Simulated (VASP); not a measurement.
A run of VASP 6.6.1 is set up as follows.

The input POSCAR:

```
GaN
1.0
    3.2177254906      0.0000000000      0.0000000000
   -1.6088627453      2.7866320131     -0.0000000000
    0.0000000000      0.0000000000      5.2440545516
  Ga              N
     2     2
Direct
     0.3333333300000021    0.6666666699999979    0.9991860844779346
     0.6666666699999979    0.3333333300000021    0.4991860844779346
     0.3333333300000021    0.6666666699999979    0.3758139155220654
     0.6666666699999979    0.3333333300000021    0.8758139155220654
```

The input INCAR.step1:

```
SYSTEM = GaN
ALGO     = Normal         ! electronic algorithm
EDIFF    = 1E-8           ! SCF threshold, eV
EDIFFG   = -0.002         ! ionic threshold
ENCUT    = 600            ! plane-wave cutoff, eV
GGA      = PE             ! functional
IBRION   = 2              ! ionic algorithm
ISIF     = 3              ! what is computed and relaxed
ISMEAR   = 0              ! smearing method
KPAR     = 2            
LASPH    = .TRUE.         ! aspherical terms in the spheres
LCHARG   = .FALSE.        ! write CHGCAR
LREAL    = .FALSE.        ! projectors in reciprocal space
LWAVE    = .FALSE.        ! write WAVECAR
NELM     = 80             ! most SCF steps
NSW      = 40             ! ionic steps
PREC     = Accurate       ! precision mode
SIGMA    = 0.03           ! smearing width, eV
```

INCAR.step2

```
SYSTEM = GaN
ALGO     = Normal         ! electronic algorithm
EDIFF    = 1E-8           ! SCF threshold, eV
ENCUT    = 600            ! plane-wave cutoff, eV
GGA      = PE             ! functional
IBRION   = 6              ! ionic algorithm
ISIF     = 2              ! what is computed and relaxed
ISMEAR   = 0              ! smearing method
KPAR     = 2            
LASPH    = .TRUE.         ! aspherical terms in the spheres
LCHARG   = .FALSE.        ! write CHGCAR
LEPSILON = .TRUE.         ! dielectric tensor by DFPT
LREAL    = .FALSE.        ! projectors in reciprocal space
LWAVE    = .FALSE.        ! write WAVECAR
NELM     = 80             ! most SCF steps
NFREE    = 2            
NSW      = 1              ! ionic steps
POTIM    = 0.015          ! step
PREC     = Accurate       ! precision mode
SIGMA    = 0.03           ! smearing width, eV
```

The input KPOINTS:

```
k-points
0
G
  18 18 9
  0 0 0
```

Potentials or basis: VASP PAW PBE potentials, release 64 (Ga_d, N).

Run with:

```sh
$ cat potpaw_PBE.64/Ga_d/POTCAR potpaw_PBE.64/N/POTCAR > POTCAR
$ cp INCAR.step1 INCAR
$ mpirun -np 2 vasp_std > vasp.out
$ cp CONTCAR POSCAR
$ cp INCAR.step2 INCAR
$ mpirun -np 2 vasp_std > vasp.out
```

**Question.** Estimate the electronic dielectric tensor (diagonal).

**Answer.** 5.90, 5.90, 6.09.

**Question.** Estimate the Born charges (mean of the diagonal).

**Answer.** Ga +2.68; N -2.68 e.

**Question.** Predict the highest phonon frequency at Γ, LO-TO splitting left out.

**Answer.** 654 cm⁻¹.

Phonon frequencies in cm⁻¹ (negative: imaginary):
```tsv
q point	frequencies
(0.000, 0.000, 0.000)	0 0 0 136 136 319 498 521 521 529 529 654
```
